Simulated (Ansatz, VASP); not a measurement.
## MgBe2 in two plane-wave programs

Aim: how closely do two programs agree when they are given the same cell, functional and k mesh? The cell is generated by rule, not measured, and may not be a known phase. The cell is taken from a series of runs on this material, whose earlier steps may have relaxed, scaled, displaced or heated it; both programs get it as it stands.

Method: plane waves, with VASP 6.6.1 beside it; zone-centre phonons at PBEsol, in Ansatz 0.2.0.

The structure was built from a prototype and need not be the compound's stable phase.

### Step 1. The structure

It takes space group I4/mmm (No. 139, tetragonal). Conventional cell: a = 2.774 Å, b = 2.774 Å, c = 9.422 Å, α = 90.00°, β = 90.00°, γ = 90.00°. Nearest to Be lie 8 Be at 2.19 to 2.77 Å and 5 Mg at 2.71 to 2.84 Å. Mg has 10 Be at 2.71 to 2.84 Å and 4 Mg at 2.77 Å nearest. Farther neighbours are not listed.

Coordinates:

```cif
data_structure
_symmetry_space_group_name_H-M 'I4/mmm'
_symmetry_Int_Tables_number 139
_cell_length_a 2.7737
_cell_length_b 2.7737
_cell_length_c 9.4223
_cell_angle_alpha 90.000
_cell_angle_beta 90.000
_cell_angle_gamma 90.000
_cell_volume 72.49
loop_
_atom_site_label
_atom_site_type_symbol
_atom_site_symmetry_multiplicity
_atom_site_Wyckoff_symbol
_atom_site_fract_x
_atom_site_fract_y
_atom_site_fract_z
_atom_site_occupancy
Be1 Be 4 e 0.00000 0.00000 0.30151 1
Mg1 Mg 2 a 0.00000 0.00000 0.00000 1
```

### Step 2. VASP: zone-centre phonons, PBEsol

Second derivatives magnify differences that forces hide, and they need a tight electronic threshold.

Lines of VASP's logs that name or quote its potential files are left out, and so is its time.

Input file INCAR:

```
SYSTEM = MgBe2
PREC = Accurate
ENCUT = 600
EDIFF = 1E-08
NELM = 120
ISMEAR = 1
SIGMA = 0.15
LREAL = .FALSE.
ALGO = Normal
GGA = PS
NBANDS = 9
LORBIT = 11
LWAVE = .FALSE.
LCHARG = .FALSE.
ISIF = 2
IBRION = 8
LASPH = .TRUE.
GGA_COMPAT = .FALSE.
KPAR = 2
```

Input file POSCAR:

```
MgBe2
1.0
   -1.3868309658      1.3868309658      4.7111559481
    1.3868309658     -1.3868309658      4.7111559481
    1.3868309658      1.3868309658     -4.7111559481
Be Mg
2 1
Direct
    0.3015106231      0.3015106231      0.0000000000
    0.6984893769      0.6984893769      0.0000000000
    0.0000000000      0.0000000000      0.0000000000
```

Input file KPOINTS:

```
Automatic mesh
0
Gamma
20 20 20
0 0 0
```

The projector-augmented-wave data sets are Be and Mg (PBE family, release 64).

Launch:

```sh
$ mpirun -np 2 vasp_std
```

Numbers of over 12 decimals in the logs are rounded to 6 here.

Output:

```text
[banner, memory and clock lines left out]
running    2 mpi-ranks, on    1 nodes
 distrk:  each k-point on    1 cores,    2 groups
 distr:  one band on    1 cores,    1 groups

 POSCAR found type information on POSCAR BeMg
 POSCAR found :  2 types and       3 ions
|                                                                             |
|               ----> ADVICE to this user running VASP <----                  |
|                                                                             |
|     You enforced a specific xc type in the INCAR file but a different       |
|     [... a line on the potential file left out ...]
|     I HOPE YOU KNOW WHAT YOU ARE DOING!                                     |
|                                                                             |

 LDA part: xc-table for (Slater+PW92), standard interpolation
 POSCAR, INCAR and KPOINTS ok, starting setup
 FFT: planning ... GRIDC
 FFT: planning ... GRID_SOFT
 FFT: planning ... GRID
 WAVECAR not read
 entering main loop
       N       E                     dE             d eps       ncg     rms          rms(c)
DAV:   1     0.123785996657E+01    0.12379E+01   -0.27201E+03 11778   0.584E+02
DAV:   2    -0.899901548156E+01   -0.10237E+02   -0.98976E+01 16544   0.748E+01
DAV:   3    -0.921283845294E+01   -0.21382E+00   -0.21124E+00 16016   0.903E+00
DAV:   4    -0.921365243738E+01   -0.81398E-03   -0.81371E-03 15853   0.552E-01
DAV:   5    -0.921365503065E+01   -0.25933E-05   -0.25934E-05 15302   0.269E-02    0.197E+00
DAV:   6    -0.885926641141E+01    0.35439E+00   -0.77424E-01 12448   0.322E+00    0.921E-01
DAV:   7    -0.880522523776E+01    0.54041E-01   -0.20664E-01 15402   0.183E+00    0.343E-01
DAV:   8    -0.880104486059E+01    0.41804E-02   -0.88767E-03 13096   0.590E-01    0.478E-02
DAV:   9    -0.880095786208E+01    0.86999E-04   -0.28166E-04 14783   0.889E-02    0.157E-02
DAV:  10    -0.880095145823E+01    0.64038E-05   -0.29074E-05 14087   0.299E-02    0.216E-03
DAV:  11    -0.880095160453E+01   -0.14630E-06   -0.15267E-06 16286   0.636E-03    0.487E-04
DAV:  12    -0.880095158627E+01    0.18268E-07   -0.11486E-07 13149   0.206E-03    0.649E-05
DAV:  13    -0.880095159218E+01   -0.59138E-08   -0.12146E-09  7790   0.300E-04
   1 F= -.88009516E+01 E0= -.88011875E+01  d E =0.707855E-03
 Linear response reoptimize wavefunctions to high precision
DAV:   1    -0.880095159319E+01   -0.10133E-08   -0.12785E-10 11271   0.964E-05
DAV:   2    -0.880095159320E+01   -0.77875E-11   -0.10882E-11  6630   0.288E-05
 Linear response DOF=           4
 Linear response progress:
  Degree of freedom:   1/  4
       N       E                     dE             d eps       ncg     rms          rms(c)
RMM:   1    -0.796829747591E-02   -0.79683E-02   -0.46188E-03 83040   0.319E-01
RMM:   2    -0.780028343663E-02    0.16801E-03   -0.63862E-05 59940   0.461E-02    0.593E-02
RMM:   3    -0.780212828091E-02   -0.18448E-05   -0.40204E-05 61845   0.309E-02    0.309E-02
RMM:   4    -0.795322034608E-02   -0.15109E-03   -0.43909E-05 59909   0.321E-02    0.213E-03
RMM:   5    -0.795330691824E-02   -0.86572E-07   -0.17263E-07 63729   0.279E-03    0.239E-04
RMM:   6    -0.795326257973E-02    0.44339E-07   -0.19131E-09 62277   0.239E-04    0.685E-05
RMM:   7    -0.795304258506E-02    0.21999E-06   -0.82455E-10 64810   0.598E-05    0.129E-05
RMM:   8    -0.795311045924E-02   -0.67874E-07   -0.80357E-10 64836   0.291E-05    0.264E-06
RMM:   9    -0.795310018590E-02    0.10273E-07   -0.80590E-10 62553   0.178E-05    0.467E-07
RMM:  10    -0.795310361143E-02   -0.34255E-08   -0.81611E-10 48138   0.156E-05    0.551E-08
 first order change of Fermi-energy   0.47943E-06
 force on displaced ion       1 direction 1 :  -5.981  -0.000   0.000
 Linear response progress:
  Degree of freedom:   2/  4
       N       E                     dE             d eps       ncg     rms          rms(c)
RMM:   1    -0.116886212638E-01   -0.11689E-01    0.22704E-02 25882   0.515E-01
RMM:   2    -0.115145201314E-01    0.17410E-03   -0.20380E-04 18180   0.902E-02    0.591E-02
RMM:   3    -0.113117721685E-01    0.20275E-03   -0.21866E-04 18142   0.584E-02    0.196E-02
RMM:   4    -0.113601099764E-01   -0.48338E-04   -0.30822E-05 18830   0.231E-02    0.588E-03
RMM:   5    -0.113685457316E-01   -0.84358E-05   -0.62788E-07 19029   0.488E-03    0.174E-03
RMM:   6    -0.113709708948E-01   -0.24252E-05   -0.67603E-08 19079   0.141E-03    0.197E-04
RMM:   7    -0.113703348531E-01    0.63604E-06   -0.34902E-09 19276   0.223E-04    0.753E-05
RMM:   8    -0.113702799900E-01    0.54863E-07   -0.10486E-09 19608   0.118E-04    0.792E-06
RMM:   9    -0.113702558320E-01    0.24158E-07   -0.82954E-10 19912   0.282E-05    0.299E-06
RMM:  10    -0.113702551234E-01    0.70865E-09   -0.84679E-10 19977   0.207E-05    0.225E-07
 first order change of Fermi-energy  -0.26413E+00
 force on displaced ion       1 direction 3 :   0.000   0.000  -5.350
 Linear response progress:
  Degree of freedom:   3/  4
       N       E                     dE             d eps       ncg     rms          rms(c)
RMM:   1    -0.173301207676E-02   -0.17330E-02   -0.18559E-03 39457   0.260E-01
RMM:   2    -0.173505701437E-02   -0.20449E-05   -0.38907E-05 33191   0.353E-02    0.203E-02
RMM:   3    -0.174236850674E-02   -0.73115E-05   -0.11284E-06 34101   0.783E-03    0.126E-02
RMM:   4    -0.176692416197E-02   -0.24556E-04   -0.18080E-06 33200   0.946E-03    0.835E-04
RMM:   5    -0.176743051727E-02   -0.50636E-06   -0.19398E-08 35160   0.783E-04    0.112E-04
RMM:   6    -0.176734082430E-02    0.89693E-07   -0.56941E-10 34406   0.109E-04    0.410E-05
RMM:   7    -0.176744711961E-02   -0.10630E-06   -0.29126E-10 35626   0.311E-05    0.211E-06
RMM:   8    -0.176745310134E-02   -0.59817E-08   -0.28493E-10 35309   0.126E-05    0.800E-07
 first order change of Fermi-energy   0.14454E-04
 force on displaced ion       3 direction 1 :  -2.781   0.000  -0.000
 Linear response progress:
  Degree of freedom:   4/  4
       N       E                     dE             d eps       ncg     rms          rms(c)
RMM:   1    -0.477030518663E-02   -0.47703E-02    0.22438E-02 26558   0.455E-01
RMM:   2    -0.459154715302E-02    0.17876E-03   -0.12426E-04 18335   0.711E-02    0.531E-02
RMM:   3    -0.443147551298E-02    0.16007E-03   -0.15664E-04 18051   0.520E-02    0.171E-02
RMM:   4    -0.445292091146E-02   -0.21445E-04   -0.13209E-05 18689   0.172E-02    0.642E-03
RMM:   5    -0.445812686550E-02   -0.52060E-05   -0.31002E-07 18457   0.467E-03    0.341E-04
RMM:   6    -0.445853437515E-02   -0.40751E-06   -0.50198E-09 19096   0.377E-04    0.161E-04
RMM:   7    -0.445865573360E-02   -0.12136E-06   -0.10126E-09 18877   0.135E-04    0.133E-05
RMM:   8    -0.445872190092E-02   -0.66167E-07   -0.22672E-10 19621   0.282E-05    0.565E-06
RMM:   9    -0.445871659779E-02    0.53031E-08   -0.21387E-10 19607   0.187E-05    0.634E-07
 first order change of Fermi-energy  -0.73297E-05
 force on displaced ion       3 direction 3 :  -0.000  -0.000  -4.923
 Linear response finished
```

From OUTCAR (step 2):

```text
ion  position               nearest neighbor table
   1  0.302  0.302  0.000-   2 2.19   2 2.19   2 2.19   2 2.19   3 2.71   3 2.71   3 2.71   3 2.71
                             3 2.84
   2  0.698  0.698  0.000-   1 2.19   1 2.19   1 2.19   1 2.19   3 2.71   3 2.71   3 2.71   3 2.71
                             3 2.84
   3  0.000  0.000  0.000-   2 2.71   2 2.71   2 2.71   1 2.71   2 2.71   1 2.71   1 2.71   1 2.71
                             1 2.84   2 2.84

  LATTYP: Found a body centered tetragonal cell.
 ALAT       =     2.7736619316
 C/A-ratio  =     3.3970657306

 Subroutine GETGRP returns: Found 16 space group operations
 (whereof 16 operations were pure point group operations)

The static configuration has the point symmetry D_4h.

 Found    641 irreducible k-points:

   k-points           NKPTS =    641   k-points in BZ     NKDIM =    641   number of bands    NBANDS=      9

   dimension x,y,z NGX =    42 NGY =   42 NGZ =   42
   dimension x,y,z NGXF=    84 NGYF=   84 NGZF=   84

   ENCUT  =  600.0 eV  44.10 Ry    6.64 a.u.  10.19 10.19 10.19*2*pi/ulx,y,z

   NELECT =       6.0000    total number of electrons

 k-points in reciprocal lattice and weights: Automatic mesh
   0.00000000  0.00000000  0.00000000       0.000
   0.05000000  0.00000000 -0.00000000       0.001
   0.10000000  0.00000000  0.00000000       0.001
   0.15000000 -0.00000000  0.00000000       0.001
   0.20000000  0.00000000  0.00000000       0.001
   0.25000000  0.00000000  0.00000000       0.001
   0.30000000 -0.00000000  0.00000000       0.001
   0.35000000  0.00000000  0.00000000       0.001
   0.40000000 -0.00000000  0.00000000       0.001
[...]
-0.45000000 -0.45000000  0.45000000       0.000
   0.50000000  0.50000000  0.50000000       0.000

 average (electrostatic) potential at core
       1 -35.0916       2 -35.0916       3 -36.3340

  Total        0.0430121      0.0430121      0.0121613      0.0000000     -0.0000000      0.0000000
  in kB        1.9013723      1.9013723      0.5375975      0.0000000     -0.0000000      0.0000000
  external PRESSURE =       1.4467807 kB  Pullay stress =       0.0000000 kB

  energy-cutoff  :      600.00
  volume of cell :       36.24
      direct lattice vectors                 reciprocal lattice vectors
    -1.386830966  1.386830966  4.711155948     0.000000000  0.360534205  0.106131065
     1.386830966 -1.386830966  4.711155948     0.360534205  0.000000000  0.106131065
     1.386830966  1.386830966 -4.711155948     0.360534205  0.360534205  0.000000000

 POSITION                                       TOTAL-FORCE (eV/Angst)
 -----------------------------------------------------------------------------------
      0.00000      0.00000      2.84093        -0.000000     -0.000000      0.009415
      0.00000      0.00000      6.58138        -0.000000     -0.000000     -0.009415
      0.00000      0.00000      0.00000         0.000000      0.000000     -0.000000
 -----------------------------------------------------------------------------------
    total drift:                                0.000000     -0.000000      0.000000

 Eigenvectors and eigenvalues of the dynamical matrix
 ----------------------------------------------------

   1 f  =   16.931762 THz   106.385401 2PiTHz  564.782800 cm-1    70.024111 meV
             X         Y         Z           dx          dy          dz
      0.000000  0.000000  2.840927     0.021833   -0.706770    0.000000
      0.000000  0.000000  6.581385    -0.021833    0.706770   -0.000000
      0.000000  0.000000  0.000000    -0.000000    0.000000    0.000000

   2 f  =   16.931762 THz   106.385401 2PiTHz  564.782800 cm-1    70.024111 meV
             X         Y         Z           dx          dy          dz
      0.000000  0.000000  2.840927     0.706770    0.021833   -0.000000
      0.000000  0.000000  6.581385    -0.706770   -0.021833    0.000000
      0.000000  0.000000  0.000000     0.000000    0.000000    0.000000

   3 f  =   14.945259 THz    93.903833 2PiTHz  498.520185 cm-1    61.808598 meV
             X         Y         Z           dx          dy          dz
      0.000000  0.000000  2.840927    -0.000000   -0.000000   -0.707107
      0.000000  0.000000  6.581385    -0.000000   -0.000000    0.707107
      0.000000  0.000000  0.000000    -0.000000    0.000000    0.000000

   4 f  =   10.782448 THz    67.748122 2PiTHz  359.663767 cm-1    44.592604 meV
             X         Y         Z           dx          dy          dz
      0.000000  0.000000  2.840927     0.000000   -0.000000    0.535827
      0.000000  0.000000  6.581385     0.000000   -0.000000    0.535827
      0.000000  0.000000  0.000000     0.000000   -0.000000   -0.652517

   5 f  =    8.103705 THz    50.917083 2PiTHz  270.310515 cm-1    33.514217 meV
             X         Y         Z           dx          dy          dz
      0.000000  0.000000  2.840927     0.000000    0.535803    0.000000
      0.000000  0.000000  6.581385     0.000000    0.535803    0.000000
      0.000000  0.000000  0.000000     0.000000   -0.652557    0.000000

   6 f  =    8.103705 THz    50.917083 2PiTHz  270.310515 cm-1    33.514217 meV
             X         Y         Z           dx          dy          dz
      0.000000  0.000000  2.840927     0.535803    0.000000    0.000000
      0.000000  0.000000  6.581385     0.535803   -0.000000   -0.000000
      0.000000  0.000000  0.000000    -0.652557    0.000000    0.000000

   7 f/i=    0.000033 THz     0.000206 2PiTHz    0.001095 cm-1     0.000136 meV
             X         Y         Z           dx          dy          dz
      0.000000  0.000000  2.840927    -0.200973    0.415361   -0.000000
      0.000000  0.000000  6.581385    -0.200973    0.415361   -0.000000
      0.000000  0.000000  0.000000    -0.330031    0.682092   -0.000000

   8 f/i=    0.000033 THz     0.000206 2PiTHz    0.001095 cm-1     0.000136 meV
             X         Y         Z           dx          dy          dz
      0.000000  0.000000  2.840927    -0.415361   -0.200973    0.000000
      0.000000  0.000000  6.581385    -0.415361   -0.200973    0.000000
      0.000000  0.000000  0.000000    -0.682092   -0.330031    0.000000

   9 f/i=    0.000616 THz     0.003873 2PiTHz    0.020559 cm-1     0.002549 meV
             X         Y         Z           dx          dy          dz
      0.000000  0.000000  2.840927     0.000000    0.000000    0.461399
      0.000000  0.000000  6.581385     0.000000    0.000000    0.461399
      0.000000  0.000000  0.000000     0.000000    0.000000    0.757774

 ELASTIC MODULI CONTR FROM IONIC RELAXATION (kBar)
 Direction    XX          YY          ZZ          XY          YZ          ZX
 --------------------------------------------------------------------------------
 XX          -8.4119     -8.4119    -15.0096      0.0000      0.0000      0.0000
 YY          -8.4119     -8.4119    -15.0096      0.0000      0.0000      0.0000
 ZZ         -15.0096    -15.0096    -26.7820      0.0000      0.0000      0.0000
 XY           0.0000      0.0000      0.0000      0.0000      0.0000      0.0000
 YZ           0.0000      0.0000      0.0000      0.0000    -64.7591      0.0000
 ZX           0.0000      0.0000      0.0000      0.0000      0.0000    -65.5721
 --------------------------------------------------------------------------------
```

Energies printed during the response cycles are not total energies of the cell. The PAW data sets were made with PBE, which is usual practice but a small mismatch for other functionals.

(Continued in part 2 of 2.)

[Lines on the potential files, build, host, timing and source positions are cut from VASP's logs without a mark.]

[Logs are printed without paths, hosts, clocks, repeated set-up lines and the standing remarks that a program may print on its own settings, such as how far it seeks lower states.]

[Hosts, paths, dates, database ids (printed as entryN), source tags and the programs' standing remarks are cut or masked in the printed files.]
